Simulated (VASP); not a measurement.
A VASP calculation is set up with these files.

INCAR:
```
SYSTEM = Ir
PREC = Accurate
ENCUT = 520
EDIFF = 1E-7
NELM = 100
ALGO = Normal
LREAL = .FALSE.
LASPH = .TRUE.
ISMEAR = 1
SIGMA = 0.1
GGA = 91
LMAXMIX = 6
LWAVE = .FALSE.
LCHARG = .FALSE.
ISIF = 2
```

### KPOINTS
```
Automatic mesh
0
Gamma
16 16 16
0 0 0
```

POSCAR:
```
Ir
1
    0.0000000000     1.9804156756     1.9804156756
    1.9804156756     0.0000000000     1.9804156756
    1.9804156756     1.9804156756     0.0000000000
Ir
1
Direct
  0.0000000000   0.0000000000   0.0000000000
```

POTCAR, in this order: Ir (PBE.64 set). Program: vasp_std.

Task: Write an equivalent input for Quantum ESPRESSO's pw.x.

Result: One equivalent input (not run):
```
&CONTROL
  calculation = 'scf'
  pseudo_dir = './pseudo'
  outdir = './out'
  tprnfor = .true.
  tstress = .true.
/
&SYSTEM
  ibrav = 0
  nat = 1
  ntyp = 1
  ecutwfc = 68
  occupations = 'smearing'
  smearing = 'methfessel-paxton'
  degauss = 0.00735
  input_dft = 'pw91'
/
&ELECTRONS
  conv_thr = 7.3e-09
  electron_maxstep = 100
/
ATOMIC_SPECIES
  Ir 192.217 Ir.upf
CELL_PARAMETERS angstrom
     0.0000000    1.9804157    1.9804157
     1.9804157    0.0000000    1.9804157
     1.9804157    1.9804157    0.0000000
ATOMIC_POSITIONS crystal
  Ir   0.0000000  0.0000000  0.0000000
K_POINTS automatic
  16 16 16 0 0 0
```
The two are equivalent in intent, not identical: the potentials are each code's own (VASP's PAW set, PseudoDojo norm-conserving files in pw.x), so ENCUT and ecutwfc are chosen apart and not converted; conv_thr bounds pw.x's estimated SCF error, while EDIFF bounds the energy change between steps.

The compound is Ir in the fcc structure. This cell is one point of a volume scan, at 1.06 of the reference volume.
